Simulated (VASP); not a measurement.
A convergence study with VASP on PbTe (rock salt): one setting is varied, all else stays as given below, so the limit is that of these other settings.

```xyz
2
Lattice="0.0000 3.2300 3.2300 3.2300 0.0000 3.2300 3.2300 3.2300 0.0000" Properties=species:S:1:pos:R:3 pbc="T T T"
Te     3.2300     3.2300     3.2300
Pb     0.0000     0.0000     0.0000
```

The numbers are results of PBEsol GGA, VASP's PBE PAW potentials (set 64) (plane waves; VASP 6.6.1), not measurements. The tightest run used: 550 eV cut-off, 16×16×16 Γ-centred mesh, Gaussian smearing of 0.050 eV, potentials Te Pb_d.

```csv
setting,E (eV/atom),pressure (GPa),irreducible k-points
1×1×1 mesh,-1.2580,24.11,1
2×2×2 mesh,-3.2689,7.03,3
3×3×3 mesh,-4.1546,-0.44,4
```

These are the cheaper rows. Estimate the results at 16×16×16 mesh, and how far the last row shown lies from them.

```
quantity        tightest run  last row shown is off by
--------------  ------------  ------------------------
E (eV/atom)          -4.1293                   -0.0253
pressure (GPa)         -0.37                     -0.08
```

Left out are rungs that failed or repeat a setting and relaxations that didn't move; long series are thinned to 24 rows.

The compound is PbTe in the rock salt structure. The cell was not relaxed at this level.
